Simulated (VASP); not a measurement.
An input for Ansatz (written as the equivalent of a VASP run, and not itself run):

Ansatz 0.2 input:
```yaml
crystal:
  lattice:
    - [0.0000000, 2.2476657, 2.2476657]
    - [2.2476657, 0.0000000, 2.2476657]
    - [2.2476657, 2.2476657, 0.0000000]
  atoms:
    - { symbol: Ga, position: [0.0000000, 0.0000000, 0.0000000] }
    - { symbol: N, position: [0.2500000, 0.2500000, 0.2500000] }
kpoints:
  mp_grid: { grid: [11, 11, 11] }
hamiltonian:
  xc: pbesol
  pseudopotentials: { kind: paw }
scf:
  occupations: { method: tetrahedron }
  max_iter: 100
output: { forces: true, stress: true, eigenvalues: true }
```

Problem. Write the VASP files for the same calculation (PBEsol).

Solution. One answer among several that fit: 
### INCAR
```
SYSTEM = GaN
PREC = Accurate
ENCUT = 520
EDIFF = 1E-7
NELM = 100
ALGO = Normal
LREAL = .FALSE.
LASPH = .TRUE.
ISMEAR = -5
GGA = PS
LMAXMIX = 4
LWAVE = .FALSE.
LCHARG = .TRUE.
LORBIT = 11
NEDOS = 601
ISIF = 2
```

**KPOINTS**
```
Regular mesh
0
gamma
 11 11 11
```

### POSCAR
```
GaN
1
   -0.0000000000     2.2476657332     2.2476657332
    2.2476657332     0.0000000000     2.2476657332
    2.2476657332     2.2476657332     0.0000000000
Ga N
1 1
Direct
  0.0000000000   0.0000000000   0.0000000000
  0.2500000000   0.2500000000   0.2500000000
```

POTCAR, in this order: Ga_d N (PBE.64 set). Program: vasp_std.

Limits of the translation: each code has its own PAW files, so the cut-off isn't converted (ENCUT is set for VASP's; basis.ecutwfc is left out, and Ansatz then takes the one that its files recommend); Ansatz stops its SCF on the density residual and VASP on the energy change (EDIFF).

The compound is GaN in the zinc blende structure, a metastable form; wurtzite is the usual one. It was relaxed first.
